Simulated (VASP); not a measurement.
Here is the system:

```
CELL_PARAMETERS angstrom
      1.54318    -2.67286     0.00000
      1.54318     2.67286     0.00000
      0.00000     0.00000     3.29008
ATOMIC_POSITIONS crystal
  Ti 0.00000 0.00000 0.00000
  B  0.33333 0.66667 0.50000
  B  0.66667 0.33333 0.50000
```

These are PBEsol GGA, VASP's PBE PAW potentials (set 64) (plane waves; VASP 6.6.1) values and carry that method's errors. Numerical set-up: 400 eV cut-off, 12×12×10 Γ-centred mesh, Fermi-Dirac smearing of 0.050 eV, potentials Ti_sv B.

At this cut-off the stress carries a Pulay error, which pulls relaxed volumes low.

Q: Give the stress tensor in GPa (positive for a compressed cell).

A: 
```
-17.62    0.00    0.00
  0.00  -17.62    0.00
  0.00    0.00  -17.32
```
The pressure is its mean diagonal, -17.52 GPa.

The structure is a typed TiB2 crystal. The cell was not relaxed at this level.
